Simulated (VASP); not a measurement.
The system is Al5Sn.

```xyz
6
Lattice="5.5590 0.0000 0.0000 -2.7795 4.8142 0.0000 0.0000 0.0000 4.4638" Properties=species:S:1:pos:R:3 pbc="T T T"
Al   -1.3897    2.4071    2.2319
Al    0.0000    3.2095    0.0000
Al    2.7795    1.6047    0.0000
Al    2.7795    0.0000    2.2319
Al    1.3897    2.4071    2.2319
Sn    0.0000    0.0000    0.0000
```

The cell was built by a generator and needn't be a form met in nature.

The cell isn't the ideal one: species swapped into the CeFe5 type (P6/mmm, No. 191).

* Program: VASP 6.6.1
* Task: relaxation of cell and atoms
* Functional: PBE
* Potentials or basis: VASP PAW PBE potentials, release 64 (Al, Sn_d)
* Cutoff: 600 eV
* k mesh: 9 × 9 × 8
* Occupations: gaussian, width 0.1 eV
* Spin: no spin polarisation

At the start: pressure -0.0 GPa; volume 19.91 Å³/atom.

Task: How do energy, volume and symmetry change on relaxing?

Result: Over 5 steps the energy falls by 3.6 meV/atom and the volume is 19.83 Å³/atom (-0.4 %); space group P6/mmm (No. 191, to 0.05 Å).

The path:
| step | energy change (eV) | largest force (eV/Å) | pressure (GPa) | volume (Å³) |
| --- | --- | --- | --- | --- |
| 1 | 0.0000 | 0.0000 | -0.03 | 119.46 |
| 2 | -0.0181 | 0.0000 | -0.15 | 119.38 |
| 3 | -0.0212 | 0.0000 | -0.13 | 119.31 |
| 4 | -0.0212 | 0.0000 | -0.15 | 119.32 |
| 5 | -0.0214 | 0.0000 | 0.03 | 118.96 |

Final structure:
```
Al Sn
1.0
     5.49883    0.00000    0.00000
    -2.74942    4.76213    0.00000
     0.00000    0.00000    4.54269
Al Sn
5 1
Direct
  0.00000 0.50000 0.50000
  0.33333 0.66667 0.00000
  0.66667 0.33333 0.00000
  0.50000 0.00000 0.50000
  0.50000 0.50000 0.50000
  0.00000 0.00000 0.00000
```
